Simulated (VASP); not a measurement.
```
CELL_PARAMETERS angstrom
      3.90852     0.00000     0.00000
      0.00000     3.90852     0.00000
      0.00000     0.00000     3.90852
ATOMIC_POSITIONS crystal
  Ti 0.00000 0.00000 0.00000
  Al 0.50000 0.50000 0.00000
  Al 0.00000 0.50000 0.50000
  Al 0.50000 0.00000 0.50000
```

Method: LDA (Ceperley-Alder, Perdew-Zunger), VASP's LDA PAW potentials (set 64) (plane waves; VASP 6.6.1). Run with 530 eV cut-off, 7×7×7 Γ-centred mesh, first-order Methfessel-Paxton smearing of 0.10 eV, potentials Ti_sv Al.

Finite-difference elastic constants of metals are sensitive to mesh and smearing; shear constants can be off by tens of GPa.

Task: Give the elastic stiffness tensor with the ions relaxed (GPa, in the frame of the cell).

Result: 
```tsv
	xx	yy	zz	yz	xz	xy
xx	184	85.6	85.6	0.0	0.0	0.0
yy	85.6	184	85.6	0.0	0.0	0.0
zz	85.6	85.6	184	0.0	0.0	0.0
yz	0.0	0.0	0.0	49.6	0.0	0.0
xz	0.0	0.0	0.0	0.0	49.6	0.0
xy	0.0	0.0	0.0	0.0	0.0	49.6
```

Task: Estimate the Hill bulk modulus, Hill shear modulus, Young's modulus, Poisson's ratio.

Result: 
```yaml
hill_bulk_modulus: 119 GPa
hill_shear_modulus: 49.5 GPa
Young's modulus: 130 GPa
Poisson's ratio: 0.317
```

The structure comes from a computed database's TiAl3 entry (Pm-3m); how it stands against other phases isn't given here. It was relaxed first. The electron count is odd and the run is not spin-polarised, which forces a metal.
